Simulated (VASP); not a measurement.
An input for Quantum ESPRESSO's pw.x (written as the equivalent of a VASP run, and not itself run):

```
&CONTROL
  calculation = 'scf'
  pseudo_dir = './pseudo'
  outdir = './out'
  tprnfor = .true.
  tstress = .true.
/
&SYSTEM
  ibrav = 0
  nat = 2
  ntyp = 2
  ecutwfc = 62
  occupations = 'smearing'
  smearing = 'gaussian'
  degauss = 0.003675
  input_dft = 'pbesol'
/
&ELECTRONS
  conv_thr = 7.3e-09
  electron_maxstep = 100
/
ATOMIC_SPECIES
  Tl 204.380 Tl.upf
  Cl 35.450 Cl.upf
CELL_PARAMETERS angstrom
     3.7292195    0.0000000    0.0000000
     0.0000000    3.7292195    0.0000000
     0.0000000    0.0000000    3.7292195
ATOMIC_POSITIONS crystal
  Tl   0.0000000  0.0000000  0.0000000
  Cl   0.5000000  0.5000000  0.5000000
K_POINTS automatic
  7 7 7 0 0 0
```

**Question.** Write the VASP files for the same calculation (PBEsol).

**Answer.** Several could match; the one computed here: 
**INCAR**
```
# general
SYSTEM =TlCl
PREC   =Accurate
ENCUT  =520
LREAL  =F
LASPH  =T

# electronic loop
EDIFF  =1E-7
NELM   =100
ALGO   =Normal
LMAXMIX=4

# smearing
ISMEAR =0
SIGMA  =0.05

# functional
GGA    =PS

# ions
ISIF   =2

# output
LWAVE  =F
LCHARG =F
```

File POSCAR:
```
TlCl
1.0
  3.7292195311   0.0000000000   0.0000000000
  0.0000000000   3.7292195311   0.0000000000
  0.0000000000   0.0000000000   3.7292195311
Tl Cl
1 1
Cart
  0.0000000000   0.0000000000   0.0000000000
  1.8646097656   1.8646097656   1.8646097656
```

File KPOINTS:
```
Automatic mesh
0
Gamma
7 7 7
0 0 0
```

POTCAR, in this order: Tl_d Cl (PBE.64 set). Program: vasp_std.

The two are equivalent in intent, not identical: the potentials are each code's own (VASP's PAW set, PseudoDojo norm-conserving files in pw.x), so ENCUT and ecutwfc are chosen apart and not converted; conv_thr bounds pw.x's estimated SCF error, while EDIFF bounds the energy change between steps.

The compound is TlCl in the CsCl type structure. This cell is one point of a volume scan, at 0.97 of the reference volume.
